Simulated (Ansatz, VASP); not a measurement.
## Si: VASP beside Ansatz

Wanted: the spread between two codes on one cell, functional and k mesh. The cell is taken from a series of VASP runs on this material, whose earlier steps may have relaxed, scaled or displaced it; both programs get it as it stands.

Main program and level: Ansatz 0.2.0; plane waves, with VASP 6.6.1 beside it; relaxation of cell and atoms at PBE.

## 1. The structure

Symmetry: Fd-3m, No. 227, cubic system. Conventional cell: a = 5.468 Å, b = 5.468 Å, c = 5.468 Å, α = 90.00°, β = 90.00°, γ = 90.00°. Nearest to Si lie 4 Si at 2.37 Å.

## 2. VASP: relaxation of cell and atoms, PBE

The relaxed volume is the usual yardstick between codes: its relative difference is about their pressure difference at one cell divided by the bulk modulus.

Lines of VASP's logs that name or quote its potential files are left out, and so is its time.

INCAR

```
SYSTEM = Si
PREC = Accurate
ENCUT = 450
EDIFF = 1E-07
NELM = 120
ISMEAR = 0
SIGMA = 0.02
LREAL = .FALSE.
ALGO = Normal
GGA = PE
NBANDS = 10
LORBIT = 11
LWAVE = .FALSE.
LCHARG = .FALSE.
KPAR = 16
IBRION = 2
NSW = 40
ISIF = 3
EDIFFG = -0.005
POTIM = 0.4
```

POSCAR

```
Si
1.0
    0.0000000000      2.7342232665      2.7342232665
    2.7342232665      0.0000000000      2.7342232665
    2.7342232665      2.7342232665      0.0000000000
Si
2
Direct
    0.0000000000      0.0000000000      0.0000000000
    0.2500000000      0.2500000000      0.2500000000
```

KPOINTS

```
Automatic mesh
0
Gamma
10 10 10
0 0 0
```

The projector-augmented-wave data sets are Si (PBE family, release 64).

The run is started by

```sh
$ mpirun -np 16 vasp_std
```

Numbers of over 12 decimals in the logs are rounded to 6 here.

Log:

```text
[banner, memory and clock lines left out]
running   16 mpi-ranks, on    1 nodes
 distrk:  each k-point on    1 cores,   16 groups
 distr:  one band on    1 cores,    1 groups

 POSCAR found type information on POSCAR Si
 POSCAR found :  1 types and       2 ions
|                                                                             |
|           W    W    AA    RRRRR   N    N  II  N    N   GGGG   !!!           |
|           W    W   A  A   R    R  NN   N  II  NN   N  G    G  !!!           |
|           W    W  A    A  R    R  N N  N  II  N N  N  G       !!!           |
|           W WW W  AAAAAA  RRRRR   N  N N  II  N  N N  G  GGG   !            |
|           WW  WW  A    A  R   R   N   NN  II  N   NN  G    G                |
|           W    W  A    A  R    R  N    N  II  N    N   GGGG   !!!           |
|                                                                             |
|     For optimal performance we recommend to set                             |
|       NCORE = 2 up to number-of-cores-per-socket                            |
|     NCORE specifies how many cores store one orbital (NPAR=cpu/NCORE).      |
|     This setting can greatly improve the performance of VASP for DFT.       |
|     The default, NCORE=1 might be grossly inefficient on modern             |
|     multi-core architectures or massively parallel machines. Do your        |
|     Unfortunately you need to use the default for GW and RPA                |
|     calculations (for HF NCORE is supported but not extensively tested      |
|     yet).                                                                   |
|                                                                             |

 LDA part: xc-table for (Slater+PW92), standard interpolation
 POSCAR, INCAR and KPOINTS ok, starting setup
 FFT: planning ... GRIDC
 FFT: planning ... GRID_SOFT
 FFT: planning ... GRID
 WAVECAR not read
 entering main loop
       N       E                     dE             d eps       ncg     rms          rms(c)
DAV:   1     0.508140250778E+01    0.50814E+01   -0.30203E+03   940   0.547E+02
DAV:   2    -0.105739073354E+02   -0.15655E+02   -0.14648E+02  1272   0.783E+01
DAV:   3    -0.110141970827E+02   -0.44029E+00   -0.43949E+00  1232   0.119E+01
DAV:   4    -0.110174959231E+02   -0.32988E-02   -0.32984E-02  1174   0.115E+00
DAV:   5    -0.110175229020E+02   -0.26979E-04   -0.26979E-04  1186   0.960E-02    0.475E+00
DAV:   6    -0.109015146040E+02    0.11601E+00   -0.68909E-02  1054   0.115E+00    0.289E+00
DAV:   7    -0.108478051990E+02    0.53709E-01   -0.13342E-01  1080   0.172E+00    0.169E-01
DAV:   8    -0.108490063557E+02   -0.12012E-02   -0.48819E-03  1074   0.411E-01    0.797E-02
DAV:   9    -0.108492075803E+02   -0.20122E-03   -0.19668E-04  1190   0.911E-02    0.569E-02
DAV:  10    -0.108492321434E+02   -0.24563E-04   -0.23606E-05  1090   0.296E-02    0.538E-03
DAV:  11    -0.108492326525E+02   -0.50911E-06   -0.15139E-06  1196   0.702E-03    0.282E-03
DAV:  12    -0.108492328974E+02   -0.24492E-06   -0.44986E-07  1014   0.438E-03    0.856E-04
DAV:  13    -0.108492329061E+02   -0.86568E-08   -0.26670E-09   558   0.376E-04
   1 F= -.10849233E+02 E0= -.10849233E+02  d E =-.108492E+02
 curvature:   0.00 expect dE= 0.000E+00 dE for cont linesearch  0.000E+00
 trial: gam= 0.00000 g(F)=  0.337E-49 g(S)=  0.145E-06 ort = 0.000E+00 (trialstep = 0.100E+01)
 search vector abs. value=  0.145E-06
 reached required accuracy - stopping structural energy minimisation
```

From OUTCAR (step 2):

```text
ion  position               nearest neighbor table
   1  0.000  0.000  0.000-   2 2.37   2 2.37   2 2.37   2 2.37
   2  0.250  0.250  0.250-   1 2.37   1 2.37   1 2.37   1 2.37

  LATTYP: Found a face centered cubic cell.
 ALAT       =     5.4684465330

 Subroutine GETGRP returns: Found 48 space group operations
 (whereof 24 operations were pure point group operations)

The static configuration has the point symmetry T_d .
 The point group associated with its full space group is O_h .

 Found     47 irreducible k-points:

   k-points           NKPTS =     47   k-points in BZ     NKDIM =     47   number of bands    NBANDS=     10

   dimension x,y,z NGX =    28 NGY =   28 NGZ =   28
   dimension x,y,z NGXF=    56 NGYF=   56 NGZF=   56

   ENCUT  =  450.0 eV  33.07 Ry    5.75 a.u.   6.69  6.69  6.69*2*pi/ulx,y,z

   NELECT =       8.0000    total number of electrons

 k-points in reciprocal lattice and weights: Automatic mesh
   0.00000000  0.00000000  0.00000000       0.001
   0.10000000  0.00000000  0.00000000       0.008
   0.20000000  0.00000000  0.00000000       0.008
   0.30000000  0.00000000  0.00000000       0.008
   0.40000000  0.00000000  0.00000000       0.008
   0.50000000  0.00000000  0.00000000       0.004
   0.10000000  0.10000000  0.00000000       0.006
   0.20000000  0.10000000  0.00000000       0.024
   0.30000000  0.10000000  0.00000000       0.024
[...]
-0.30000000  0.40000000  0.20000000       0.024
  -0.30000000  0.50000000  0.20000000       0.012

 average (electrostatic) potential at core
       1 -83.4801       2 -83.4801

 E-fermi :   5.7408

 k-point     1 :       0.0000    0.0000    0.0000
  band No.  band energies     occupation
      1      -6.1980      2.00000
      2       5.6177      2.00000
      3       5.6177      2.00000
      4       5.6177      2.00000
      5       8.1747      0.00000
      6       8.1747      0.00000
      7       8.1747      0.00000
      8       8.7534      0.00000
      9      13.3273      0.00000
    ...

 k-point     2 :       0.1000    0.0000    0.0000
  band No.  band energies     occupation
      1      -6.0694      2.00000
      2       4.4757      2.00000
      3       5.4239      2.00000
      4       5.4239      2.00000
      5       8.1409      0.00000
      6       8.4605      0.00000
      7       8.4605      0.00000
      8       9.7231      0.00000
      9      12.9773      0.00000
    ...

 k-point     3 :       0.2000    0.0000    0.0000
  band No.  band energies     occupation
      1      -5.6899      2.00000
      2       2.6357      2.00000
      3       5.0501      2.00000
      4       5.0501      2.00000
      5       7.7709      0.00000
      6       8.9623      0.00000
      7       8.9623      0.00000
      8      11.4976      0.00000
      9      12.6665      0.00000
    ...

  Total        0.0015831      0.0015831      0.0015831      0.0000000      0.0000000     -0.0000000
  in kB        0.0620423      0.0620423      0.0620423      0.0000000      0.0000000     -0.0000000
  external PRESSURE =       0.0620423 kB  Pullay stress =       0.0000000 kB

  energy-cutoff  :      450.00
  volume of cell :       40.88
      direct lattice vectors                 reciprocal lattice vectors
     0.000000000  2.734223266  2.734223266    -0.182867290  0.182867290  0.182867290
     2.734223266  0.000000000  2.734223266     0.182867290 -0.182867290  0.182867290
     2.734223266  2.734223266  0.000000000     0.182867290  0.182867290 -0.182867290

 POSITION                                       TOTAL-FORCE (eV/Angst)
 -----------------------------------------------------------------------------------
      0.00000      0.00000      0.00000        -0.000000     -0.000000     -0.000000
      1.36711      1.36711      1.36711         0.000000      0.000000      0.000000
 -----------------------------------------------------------------------------------
    total drift:                                0.000000      0.000000     -0.000000

  FREE ENERGIE OF THE ION-ELECTRON SYSTEM (eV)
  ---------------------------------------------------
  free  energy   TOTEN  =       -10.8492329061 eV

  energy  without entropy=      -10.8492329061  energy(sigma->0) =      -10.84923291

 reached required accuracy - stopping structural energy minimisation

 total charge
# of ion       s       p       d       tot
------------------------------------------
    1        0.751   0.928   0.000   1.679
    2        0.751   0.928   0.000   1.679
--------------------------------------------------
tot          1.502   1.856   0.000   3.358

[... 3 further parts left out ...]
```

CONTCAR:

```
Si
   1.00000000000000
     0.0000000000000000    2.7342232664999999    2.7342232664999999
     2.7342232664999999    0.0000000000000000    2.7342232664999999
     2.7342232664999999    2.7342232664999999    0.0000000000000000
  Si
     2
Direct
     0.0000000000000000    0.0000000000000000    0.0000000000000000
     0.2500000000000000    0.2500000000000000    0.2500000000000000
```

## 3. Ansatz: relaxation of cell and atoms, PBE

Ansatz runs on its default PAW (the set named soft_2) files.

The same cell, functional, mesh and smearing now go to Ansatz, which takes its cutoff from its data sets.

input.yaml

```yaml
crystal:
  lattice:
    - [0.0, 2.7342232665, 2.7342232665]
    - [2.7342232665, 0.0, 2.7342232665]
    - [2.7342232665, 2.7342232665, 0.0]
  atoms:
    - { symbol: Si, position: [0.0, 0.0, 0.0] }
    - { symbol: Si, position: [0.25, 0.25, 0.25] }
hamiltonian:
  xc: pbe
  pseudopotentials: { kind: paw }
kpoints:
  mp_grid: { grid: [10, 10, 10] }
scf:
  occupations: { method: gaussian, width: 0.02 }
relax:
  f_tol: 0.01
  max_steps: 60
  cell: { stress_tol: 0.05 }
output:
  forces: true
  stress: true
```

The run is started by

```sh
$ ansatz run input.yaml --threads 4 --pin off --max-ram 9216MiB --backend cpu --events-out ev --progress --plain --runs-dir out
```

Log:

```text
Engine: ansatz 0.2.0, aarch64-unknown-linux-gnu
Pseudopotentials: kind: paw
Pseudopotential: Si, paw, valence charge 4, recommended cutoff 420 eV (normal), Si.paw.azcp
Functional definition: PBE
  parameter kappa = 0.804
  parameter beta = 0.066725
  exchange = pbe_x(kappa = kappa, mu = beta*pi^2/3)
  correlation = pbe_c(beta = beta)
Crystal: 2 atoms, lattice volume = 40.882 Å³
Basis set: ecut = 420 eV, 821 PW (Γ), exchange–correlation on 54×54×54 points (8 copies of the dense FFT grid, shifted against one another)
Bands: 8, of which v1, the nominal top of the filled ones, is band 4 counted from 1 (3 counted from 0)
Symmetry: 48 space group operations
Space group: Fd-3m (ITA 227), of the structure as read, at distance tolerance 3.4e-5 Å
k-points: 47 of 1000
Non-local potential: Si, projectors of the file, l = 0: 2, l = 1: 2, l = 2: 2
PAW form: soft (Blöchl's): semilocal exchange-correlation on the pseudo side does not see the compensation charge
PAW one-centre angular grid: Si, 110 points (default); XC on 64 Gauss nodes
Initial density: superposition of atomic densities (neutral atoms: chi_scale 0, normalization atom), corrected by the library's trained network
Initial wavefunctions: pseudopotential atomic-orbital guess
Functional: x = pbe(κ = 0.804, μ = 0.219515), c = pbe(β = 0.066725)
SCF iter   1: F=—  HF=-1271.619183 eV  |F-HF|=—  |Δ(HF+E_count)|=         —  Δρ=1.32e-3  dr2=4.58e-4  ethr=1.77e-3  ⟨swp⟩=6.2  Hψ=3413  notcnv=0
preconditioner: auto → none  [insulator: Δε(μ)=0.613 eV  Ē_g=9.378 eV  σ=0.020 eV  W_gap=1.00  n_scr=8 (ndim 8)  ℏωp=16.4 eV  f_vac=0.000  D(μ)=0.00/eV (n_scr^D=0)  ε∞_Penn≈4.1]
SCF iter   2: F=—  HF=-1271.619560 eV  |F-HF|=—  |Δ(HF+E_count)|=   3.77e-4  Δρ=5.30e-4  dr2=6.64e-5  ethr=5.73e-6  ⟨swp⟩=2.1  Hψ=961  notcnv=0
SCF iter   3: F=—  HF=-1271.619614 eV  |F-HF|=—  |Δ(HF+E_count)|=   5.40e-5  Δρ=1.02e-4  dr2=2.66e-6  ethr=8.30e-7  ⟨swp⟩=2.0  Hψ=564  notcnv=0
iter 4 did not close the SCF: its close was put off for the readings that it lacked (scf_convergence_deferred on its scf_iter line)
SCF iter   4: F=-1271.619616 eV  HF=-1271.619616 eV  |F-HF|=2.01e-8  |Δ(HF+E_count)|=   1.90e-6  Δρ=1.11e-5  dr2=3.08e-8  ethr=3.32e-8  ⟨swp⟩=2.0  Hψ=564  notcnv=0
iter 5 did not close the SCF: its close was put off for the readings that it lacked (scf_convergence_deferred on its scf_iter line)
SCF iter   5: F=-1271.619616 eV  HF=-1271.619616 eV  |F-HF|=2.31e-10  |Δ(HF+E_count)|=   2.45e-8  Δρ=8.57e-7  dr2=1.19e-10  ethr=3.85e-10  ⟨swp⟩=2.6  Hψ=555  notcnv=0
SCF iter   6: F=-1271.619616 eV  HF=-1271.619616 eV  |F-HF|=2.27e-13  |Δ(HF+E_count)|=  2.50e-10  Δρ=6.38e-8  dr2=1.15e-12  ethr=1.48e-12  ⟨swp⟩=1.0  Hψ=1127  notcnv=0
SCF 1 converged in 6 iterations: F = -1271.619616 eV  dr2 = 1.15e-12
  greatest PAW one-centre occupation: 0.633 electrons in one spin orbital (limit 2), on the Si atom at site 1 (counted from 0), in its partial waves of l = 0
relax step   1: F+E_penalty+E_count = -1271.61961606 eV  Δ(F+E_penalty+E_count) = +0.000e0 eV  max|allowed force component| = 1.850e-17 eV/Å  Δτ_max = 0.0000 Å  P = +0.087 GPa  Ω = 40.882 Å³  (6 SCF iters, dr2 threshold 1.00e-7 eV, accepted)
[...]
relax step   2: F+E_penalty+E_count = -1271.61962210 eV  Δ(F+E_penalty+E_count) = -6.035e-6 eV  max|allowed force component| = 6.129e-17 eV/Å  Δτ_max = 0.0000 Å  P = +0.020 GPa  Ω = 40.912 Å³  energy of the carried Pulay correction = -4.139e-6 eV  (3 SCF iters, dr2 threshold 1.88e-8 eV, accepted)
[...]
relax step   3: F+E_penalty+E_count = -1271.61962250 eV  Δ(F+E_penalty+E_count) = -4.032e-7 eV  max|allowed force component| = 7.980e-17 eV/Å  Δτ_max = 0.0000 Å  P = +0.020 GPa  Ω = 40.912 Å³  stress off target by 2.04e-2 GPa  SCF on the basis re-selected at this cell (its energy is not comparable with the rows above)  (4 SCF iters)
basis re-selected at this cell: Δ(F+E_penalty+E_count) = -4.032e-7 eV, ΔP = +0.000 GPa vs the last step (what re-selecting the basis moved, of the pressure what is left beyond the Pulay correction that the steps carried, after the strain that the cell walked since its last selection, with what the two solves' SCF thresholds leave and, on support functions, any second-order correction that the steps lacked; it is no m [...]
SCF converged after 4 iterations
Free energy (F): -1271.619622 eV
Harris-Foulkes:  -1271.619622 eV  (|F-HF|=9.09e-13)
Internal energy: -1271.619622 eV  (E = F + TS)
E sigma→0 (E₀):  -1271.619622 eV
Fermi energy:    6.313417 eV
--- Per-component energies (eV) ---
  E_band       = 8.028420
  E_kinetic    = 80.144946
  E_local      = -56.138278  (includes V_loc(G=0)·N_el)
  E_nonlocal   = 51.751231
  E_hartree    = 15.175304
  E_xc         = -110.124478
  E_vxc        = -93.156311  (∫ρ·V_xc dr)
  E_paw        = -1025.530366  (= ΣΔE_a)
  E_vpaw       = -4.923799  (= ΣTr[D̂ρ^β])
  E_aug_tail   = 0.000013  (compensation charges beyond the density's cutoff)
  E_ewald      = -226.897994
  E_smearing   = -0.000000  (= −TS)
  E_closure    = 0.000000  (closes the sum)
  Σ components = -1271.619622   (vs F -1271.619622, Δ=0.00e0)
--- Forces (eV/Å), atoms counted from 1 ---
  atom   1  Si    -0.00000000    -0.00000000    -0.00000000
  atom   2  Si     0.00000000     0.00000000     0.00000000
  max |Σ_I F_I| component: 1.16e-17 eV/Å
--- Stress (GPa, compression-positive) ---
        0.020390      -0.000000      -0.000000
        0.000000       0.020390      -0.000000
       -0.000000       0.000000       0.020390
  P = ⅓ Tr σ = 0.0204 GPa (0.204 kbar)
--- Relaxed structure (2 steps of the walk, 2 accepted, 1 SCFs on fresh bases) ---
  F+E_penalty+E_count = -1271.61962250 eV   max|allowed force component| = 7.980e-17 eV/Å   (the final SCF, on the basis selected at the relaxed cell)
  cell:  # Å, volume = 40.9124 Å³
    - [0, 2.734902, 2.734902]
    - [2.734902, 0, 2.734902]
    - [2.734902, 2.734902, 0]
  atoms:
    - { symbol: Si, position: [0, 0, 0.0] }
    - { symbol: Si, position: [0.25, 0.25, 0.25] }
```

The job ended after 1.4 s (4 threads of Arm Neoverse N1, shared host; peak memory 0.29 GiB).

## 4. Side by side

Known differences besides the potentials themselves: both relaxations stop at a tolerance, which leaves soft axes loose, and VASP keeps its plane-wave basis; the cutoff is 420 eV in Ansatz and 450 eV in VASP; VASP leaves aspherical gradient terms in its spheres out (LASPH is not set), Ansatz keeps them; Ansatz adds a Pulay correction to the stress that steers its cell, VASP none. Total energies have different zeros and are not compared.

The two programs side by side:

```
                                         quantity  Ansatz   VASP  difference
                                      volume (Å³)   40.91  40.88     +0.07 %
edge a after relaxation, in the typed setting (Å)   3.868  3.867     +0.02 %
```

The walks stopped with 0.02 GPa left in Ansatz and 0.01 GPa in VASP; each walk ends within a tolerance, so the volume difference is uncertain by about these residues over the bulk modulus, most in soft cells.

## 5. Outcome

* difference in volume (relaxation of cell and atoms, PBE): 0.075 %

In words: The difference in volume is 0.075 % (relaxation of cell and atoms, PBE), within the 1.2 % picked in this series as the mark of a large difference, as far as the stopping tolerances let one tell. How closely two codes agree says nothing of how well the functional describes the real material.

[Lines on the potential files, build, host, timing and source positions are cut from VASP's logs without a mark.]

[Logs are printed without paths, hosts, clocks, repeated set-up lines and the standing remarks that a program may print on its own settings, such as how far it seeks lower states.]

[Hosts, paths, dates, database ids (printed as entryN), source tags and the programs' standing remarks are cut or masked in the printed files.]
